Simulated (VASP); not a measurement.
Method: PBEsol GGA, VASP's PBE PAW potentials (set 64) (plane waves; VASP).

VASP ran on this input.

**INCAR**
```
SYSTEM = NaCl
PREC = Accurate
ENCUT = 520
EDIFF = 1E-6
NELM = 100
ALGO = Normal
LREAL = .FALSE.
LASPH = .TRUE.
ISMEAR = 0
SIGMA = 0.05
GGA = PS
LWAVE = .FALSE.
LCHARG = .FALSE.
IBRION = 2
ISIF = 3
NSW = 60
EDIFFG = -0.01
```

### POSCAR
```
NaCl
1.0
  0.0000000000   2.8200000000   2.8200000000
  2.8200000000   0.0000000000   2.8200000000
  2.8200000000   2.8200000000   0.0000000000
Na Cl
1 1
Cartesian
  0.0000000000   0.0000000000   0.0000000000
  2.8200000000   2.8200000000   2.8200000000
```

### KPOINTS
```
K-points
0
gamma
7 7 7
0 0 0
```

POTCAR, in this order: Na_pv Cl (PBE.64 set). Program: vasp_std.

**Question.** What will the output report for the number of irreducible k-points (NKPTS), largest plane-wave count, number of space-group operations, FFT grid (NGX, NGY, NGZ)?

**Answer.** 
```json
{
  "number of irreducible k-points (NKPTS)": "20",
  "largest_plane_wave_count": "1243",
  "number_of_space_group_operations": "48",
  "FFT grid (NGX, NGY, NGZ)": "30 × 30 × 30"
}
```

The compound is NaCl in the rock salt structure. This run relaxes it. Symmetry was kept, so distortions that lower it aren't found.
